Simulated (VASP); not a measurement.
Input:

```xyz
3
Lattice="0.0000 3.1620 3.1620 3.1620 0.0000 3.1620 3.1620 3.1620 0.0000" Properties=species:S:1:pos:R:3 pbc="T T T"
Ba     0.0000     0.0000     0.0000
F      1.5810     1.5810     1.5810
F      4.7430     4.7430     4.7430
```

Method: PBE GGA, VASP's PBE PAW potentials (set 64) (plane waves; VASP). Numerical set-up: 520 eV cut-off, 5×5×5 Γ-centred mesh, Gaussian smearing of 0.050 eV, potentials Ba_sv F.

Question: Estimate the energy per atom (σ→0), pressure.

Answer: 
```json
{
 "energy per atom (σ→0)": "-5.709 eV/atom",
 "pressure": "-10.1 kbar"
}
```

The compound is BaF2 in the fluorite structure. The cell was not relaxed at this level.
